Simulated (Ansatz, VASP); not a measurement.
# Cross-check of TlSe3F between VASP and Ansatz, part 2 of 2

One calculation is typed for both programs; each brings its own data sets. How far apart do they land? The cell is generated by rule, not measured, and may not be a known phase. The cell is taken from a series of runs on this material, whose earlier steps may have relaxed, scaled, displaced or heated it; both programs get it as it stands.

VASP 6.6.1 and Ansatz 0.2.0.

So far: The starting structure; Ansatz: relaxation of cell and atoms, PBEsol, pair 1; VASP: relaxation of cell and atoms, PBEsol, pair 1; Comparison.

## 5. Ansatz: relaxation of cell and atoms, PBEsol, pair 2

Level of this step: Ansatz beside VASP: Kohn-Sham DFT, plane waves, PBEsol (Ansatz).

The relaxed volume is the usual yardstick between codes: in a stiff, nearly cubic crystal its relative difference is about their pressure difference at one cell divided by the bulk modulus.

The cell is taken from a series of runs on this material, whose earlier steps may have relaxed, scaled, displaced or heated it; both programs get it as it stands.

input.yaml reads:

```yaml
crystal:
  lattice:
    - [3.4279986038, 1.9791541763, 2.9590553523]
    - [-3.4279986038, 1.9791541763, 2.9590553523]
    - [0.0, -3.9583135737, 2.9590518603]
  atoms:
    - { symbol: Tl, position: [-0.1042364262, -0.1042364262, -0.1042364262] }
    - { symbol: F, position: [0.626849451, 0.626849451, 0.626849451] }
    - { symbol: Se, position: [1.0371129687, 0.3889870083, 0.3889870083] }
    - { symbol: Se, position: [0.3889870083, 1.0371129687, 0.3889870083] }
    - { symbol: Se, position: [0.3889870083, 0.3889870083, 1.0371129687] }
kpoints:
  mp_grid: { grid: [6, 6, 6] }
hamiltonian:
  xc: pbesol
scf:
  occupations: { method: fixed }
output:
  forces: true
  stress: true
  eigenvalues: true
relax:
  adjacent_minimum: "off"
  f_tol: 0.001
  max_steps: 60
  cell: { stress_tol: 0.01 }
```

On the command line:

```
$ ansatz run input.yaml --threads 8 --pin off --max-ram 14336MiB --backend cpu --events-out ev --progress --plain --runs-dir out
```

Numbers of over 12 decimals in the logs are rounded to 6 here.

Log:

```text
[...]
Crystal: 5 atoms, lattice volume = 120.455 Å³
Basis set: ecut = 420 eV, 2361 PW (Γ), exchange–correlation on 72×72×72 points (8 copies of the dense FFT grid, shifted against one another)
Bands: 41, of which v1, the nominal top of the filled ones, is band 34 counted from 1 (33 counted from 0)
Symmetry: 6 space group operations
[...]
k-points: 32 of 216 (time reversal used)
[...]
cell:  # Å, volume = 120.5790 Å³
    - [3.428523, 1.979457, 2.961195]
    - [-3.428523, 1.979457, 2.961195]
    - [-1.1835516456830108e-19, -3.958919, 2.961191]
  atoms:
    - { symbol: Tl, position: [-0.104527, -0.104527, -0.104527] }
    - { symbol: F, position: [0.626892, 0.626892, 0.626892] }
    - { symbol: Se, position: [1.037244, 0.389045, 0.389045] }
    - { symbol: Se, position: [0.389045, 1.037244, 0.389045] }
    - { symbol: Se, position: [0.389045, 0.389045, 1.037244] }
[key lines of the parts left out:]
SCF converged after 6 iterations
Free energy (F): -28367.560337 eV
Fermi energy:    7.250294 eV
P = ⅓ Tr σ = 0.0012 GPa (0.012 kbar)
```

## 6. VASP: relaxation of cell and atoms, PBEsol, pair 2

The same cell, functional and mesh now go to VASP, with its own data sets.

INCAR reads:

```
SYSTEM = TlSe3F
PREC = Accurate
ENCUT = 600
EDIFF = 1E-07
NELM = 120
ISMEAR = 0
SIGMA = 0.01
LREAL = .FALSE.
ALGO = Normal
GGA = PS
NBANDS = 25
LORBIT = 11
LWAVE = .FALSE.
LCHARG = .FALSE.
ISIF = 3
IBRION = 2
NSW = 80
EDIFFG = -0.005
LASPH = .TRUE.
GGA_COMPAT = .FALSE.
NELMIN = 4
EFERMI = MIDGAP
KPAR = 2
```

POSCAR reads:

```
TlSe3F
1.0
    3.4279990000      1.9791540000      2.9590550000
   -3.4279990000      1.9791540000      2.9590550000
    0.0000000000     -3.9583140000      2.9590520000
Tl F Se
1 1 3
Direct
    0.8957635650      0.8957635650      0.8957634703
    0.6268495009      0.6268495009      0.6268493086
    0.0371130752      0.3889871569      0.3889870735
    0.3889871569      0.0371130752      0.3889870735
    0.3889870295      0.3889870295      0.0371128897
```

KPOINTS reads:

```
Automatic mesh
0
Gamma
6 6 6
0 0 0
```

The projector-augmented-wave data sets are Tl_d, F and Se (PBE family, release 64).

On the command line:

```
$ mpirun -np 2 vasp_std
```

Log:

```text
[banner, memory and clock lines left out]
running    2 mpi-ranks, on    1 nodes
[...]
[... a notice as in an earlier step ...]

 LDA part: xc-table for (Slater+PW92), standard interpolation
 POSCAR, INCAR and KPOINTS ok, starting setup
[...]
entering main loop
       N       E                     dE             d eps       ncg     rms          rms(c)
DAV:   1     0.231679151980E+03    0.23168E+03   -0.19288E+04  1600   0.150E+03
DAV:   2    -0.388180146174E+01   -0.23556E+03   -0.23066E+03  1967   0.285E+02
DAV:   3    -0.190388668920E+02   -0.15157E+02   -0.15031E+02  1897   0.698E+01
DAV:   4    -0.191914948924E+02   -0.15263E+00   -0.15231E+00  1700   0.740E+00
[...]
DAV:  14    -0.177816168496E+02   -0.15319E-05   -0.11584E-05  1605   0.206E-02    0.353E-03
DAV:  15    -0.177816166440E+02    0.20567E-06   -0.79559E-07  1853   0.765E-03    0.109E-03
DAV:  16    -0.177816166666E+02   -0.22659E-07   -0.21566E-07  1258   0.254E-03
   1 F= -.17781617E+02 E0= -.17781617E+02  d E =-.177816E+02
[... from here on, the cycles between the ionic steps are left out ...]
   2 F= -.17781642E+02 E0= -.17781642E+02  d E =-.256980E-04
   3 F= -.17781756E+02 E0= -.17781756E+02  d E =-.139833E-03
   4 F= -.17781806E+02 E0= -.17781806E+02  d E =-.494140E-04
   5 F= -.17781887E+02 E0= -.17781887E+02  d E =-.130146E-03
[...]
reached required accuracy - stopping structural energy minimisation
```

From OUTCAR (step 6):

```text
  Total       -0.0072528     -0.0072528     -0.0159002     -0.0000000      0.0000000      0.0000000
  in kB       -0.0965879     -0.0965879     -0.2117471     -0.0000000      0.0000001      0.0000000
  external PRESSURE =      -0.1349743 kB  Pullay stress =       0.0000000 kB

 POSITION                                       TOTAL-FORCE (eV/Angst)
 -----------------------------------------------------------------------------------
     -0.00000     -0.00001      7.95768         0.000000     -0.000000      0.003460
     -0.00000     -0.00000      5.56323         0.000000      0.000000     -0.001402
     -1.20819     -0.69755      2.41265        -0.001977     -0.001141     -0.000686
      1.20819     -0.69755      2.41265         0.001977     -0.001141     -0.000686
     -0.00000      1.39509      2.41265         0.000000      0.002283     -0.000686
 -----------------------------------------------------------------------------------
    total drift:                                0.000000     -0.002047     -0.000309

  FREE ENERGIE OF THE ION-ELECTRON SYSTEM (eV)
  ---------------------------------------------------
  free  energy   TOTEN  =       -17.7818866454 eV

  energy  without entropy=      -17.7818866454  energy(sigma->0) =      -17.78188665

[... 2 parts as in an earlier step ...]

[... 2 further parts left out ...]
[key lines of the parts left out:]
E-fermi :   3.4286
```

## 7. Differences

What differs besides the data sets and the points named for the pairs above, as far as they apply: fixed occupations in Ansatz, narrow Gaussian smearing in VASP; the data sets hold 68 valence electrons in Ansatz (on its default PAW (the set named soft_2) files) and 38 in VASP. Total energies have different zeros and are not compared.

Compared:

```
                                         quantity  Ansatz    VASP  difference
                                      volume (Å³)  120.58  120.31     +0.23 %
edge a after relaxation, in the typed setting (Å)   4.944   4.940     +0.07 %
```

## 8. What came out

- difference in volume (relaxation of cell and atoms, PBEsol, pair 1): 0.24 %
- difference in volume (relaxation of cell and atoms, PBEsol, pair 2): 0.23 %

In words: The difference in volume is 0.24 % (relaxation of cell and atoms, PBEsol, pair 1), within the 1.2 % picked in this series as the mark of a large difference, as far as the stopping tolerances let one tell. The data sets hold unlike numbers of valence electrons (68 in Ansatz and 38 in VASP), so part of the differences comes from the potentials. VASP runs on this material, other cells of it included, that failed, so that no pair exists: relaxation of cell and atoms, PBEsol (not converged). Such differences can come from data sets, numerical settings and the points named under the comparisons, not from the functional's error against experiment.

[Lines on the potential files, build, host, timing and source positions are cut from VASP's logs without a mark.]

[Logs are printed without paths, hosts, clocks, repeated set-up lines and the standing remarks that a program may print on its own settings, such as how far it seeks lower states.]

[Hosts, paths, dates, database ids (printed as entryN), source tags and the programs' standing remarks are cut or masked in the printed files.]
